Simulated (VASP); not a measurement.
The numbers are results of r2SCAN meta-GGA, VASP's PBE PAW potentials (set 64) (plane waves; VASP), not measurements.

VASP ran on this input.

### INCAR
```
SYSTEM = MgZn3S4
PREC = Accurate
ENCUT = 400
EDIFF = 1E-6
NELM = 100
ALGO = Normal
LREAL = .FALSE.
LASPH = .TRUE.
ISMEAR = 0
SIGMA = 0.05
METAGGA = R2SCAN
LMIXTAU = .TRUE.
LMAXMIX = 4
LWAVE = .FALSE.
LCHARG = .FALSE.
IBRION = 2
ISIF = 3
NSW = 60
EDIFFG = -0.02
```

File POSCAR:
```
MgZn3S4
1
    6.2763829033     0.0000000000    -0.0001397415
    0.0000000000     3.8386638772     0.0000000000
   -0.0053872060     0.0000000000     6.6556189691
Mg Zn S
1 3 4
Direct
  0.5003539306   0.0000000000   0.6664625476
  0.4995884091   0.5000000000   0.1667231953
  0.9993352910   0.5000000000   0.8364967891
  0.9987387190   0.0000000000   0.3299605819
  0.1123524793   0.0000000000   0.6653300790
  0.1271002877   0.5000000000   0.1673066483
  0.6307563418   0.5000000000   0.8440235497
  0.6278745416   0.0000000000   0.3235966092
```

File KPOINTS:
```
K-points
0
gamma
3 5 3
```

POTCAR, in this order: Mg Zn S (PBE.64 set). Program: vasp_std.

### Question
Predict the energy per atom (σ→0), volume per atom, band gap (on the k-mesh).

### Answer

The energy per atom (σ→0) is -8.992 eV/atom and the band gap (on the k-mesh) comes out as 2.97 eV. The volume per atom is 20.26 Å³/atom.

### OSZICAR
```
...
       N       E                     dE             d eps       ncg     rms          rms(c)
DAV:   1    -0.719339643377E+02   -0.17551E-04   -0.25875E-02  1110   0.903E-01    0.981E-02
DAV:   2    -0.719340321500E+02   -0.67812E-04   -0.12813E-03  1471   0.314E-01    0.327E-02
DAV:   3    -0.719340316936E+02    0.45636E-06   -0.72791E-05  1404   0.600E-02    0.277E-02
DAV:   4    -0.719340160038E+02    0.15690E-04   -0.20671E-05  1290   0.332E-02    0.106E-02
DAV:   5    -0.719340106559E+02    0.53478E-05   -0.74633E-06  1204   0.279E-02    0.305E-03
DAV:   6    -0.719340106874E+02   -0.31415E-07   -0.29273E-06   989   0.159E-02
   6 F= -.71934011E+02 E0= -.71934011E+02  d E =-.284479E-03
```

The structure comes from a computed database's MgZn3S4 entry (Pm); how it stands against other phases isn't given here. This run relaxes it. Symmetry was kept, so distortions that lower it aren't found. The start is the result of an earlier pass.
